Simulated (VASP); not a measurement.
NaH (rock salt), at 0.96 of the tabulated volume:

```yaml
crystal:
  lattice:
    - [0.00000, 2.40702, 2.40702]
    - [2.40702, 0.00000, 2.40702]
    - [2.40702, 2.40702, 0.00000]
  atoms:
    - { symbol: Na, position: [0.00000, 0.00000, 0.00000] }
    - { symbol: H, position: [0.50000, 0.50000, 0.50000] }
```

The lowest empty band near L, direction along the valley's axis, from PBE with spin-orbit coupling in VASP (PAW); its two spin partners are averaged. The gap over the points computed is 3.82 eV, and the next band on that side lies 7.08 eV away at the edge.

Settings: 400 eV cut-off, 11×11×11 Γ-centred mesh, Gaussian smearing of 0.050 eV, potentials Na_pv H.

```json
[
 {"distance from the edge in k (1/Å)": "0.018", "distance in energy (meV)": "5.3"},
 {"distance from the edge in k (1/Å)": "0.025", "distance in energy (meV)": "10.3"},
 {"distance from the edge in k (1/Å)": "0.035", "distance in energy (meV)": "20.1"},
 {"distance from the edge in k (1/Å)": "0.050", "distance in energy (meV)": "40.9"},
 {"distance from the edge in k (1/Å)": "0.070", "distance in energy (meV)": "79.7"}
]
```

Q: Fit E(1 + αE) = ħ²k²/2m* (ħ²/2m0 = 3.810 eV Å²) and predict the row at 0.095 1/Å.

A: The rows don't resolve α, so a parabola serves: the electron mass is m* = 0.234 m0, and so 147.0 meV. The run gave 145.5 meV, -1.5 meV from the fit.

Left out are points under 3 meV from the edge, since the levels carry 0.1 meV, and points farther than half the way to the next band.

The compound is NaH in the rock salt structure. The cell was not relaxed at this level.
